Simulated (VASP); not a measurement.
Input:

```
CELL_PARAMETERS angstrom
      0.00000     2.54732     2.54732
      2.54732     0.00000     2.54732
      2.54732     2.54732     0.00000
ATOMIC_POSITIONS crystal
  Si 0.00000 0.00000 0.00000
  Nb 0.50000 0.50000 0.50000
```

The numbers are results of PBEsol GGA, VASP's PBE PAW potentials (set 64) (plane waves; VASP 6.6.1), not measurements. Numerical set-up: 400 eV cut-off, 14×14×14 Γ-centred mesh, tetrahedra with Blöchl corrections, potentials Si Nb_sv.

**Question.** Estimate the energy per atom (σ→0), band gap (on the k-mesh) with the smallest direct gap where there is one.

**Answer.** 
| Quantity | Value |
|---|---|
| band gap (on the k-mesh) | none (metal, semimetal or under 0.01 eV) |
| energy per atom (σ→0) | -8.610 eV/atom |

The absolute energy has meaning only against runs of the same code, potentials and settings.

The structure was generated: NbSi was put into the rocksalt type (Fm-3m), which need not be its known phase. It was relaxed first, which changed the volume by -22 %. The electron count is odd and the run is not spin-polarised, which forces a metal.
